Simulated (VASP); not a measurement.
Input:

```xyz
2
Lattice="1.3708 -2.3743 0.0000 1.3708 2.3743 0.0000 0.0000 0.0000 4.3328" Properties=species:S:1:pos:R:3 pbc="T T T"
Os     1.3708     0.7914     1.0832
Os     1.3708    -0.7914     3.2496
```

Computed with PBE GGA, VASP's PBE PAW potentials (set 64) (plane waves; VASP). Run with 500 eV cut-off, 15×15×9 Γ-centred mesh, first-order Methfessel-Paxton smearing of 0.10 eV, potentials Os.

Unless said otherwise, spin-orbit coupling is left out, though it shifts the bands of the heavy elements here.

### Question
Predict the energy per atom (σ→0), pressure, band gap (on the k-mesh) with the smallest direct gap where there is one.

### Answer

- band gap (on the k-mesh) = none (metal, semimetal or under 0.01 eV)
- energy per atom (σ→0) = -11249 meV/atom
- pressure = 4.89 GPa

Only differences to runs with the same potentials and settings are physical.

The compound is Os in the hcp structure. It was relaxed first under an external pressure of 5 GPa.
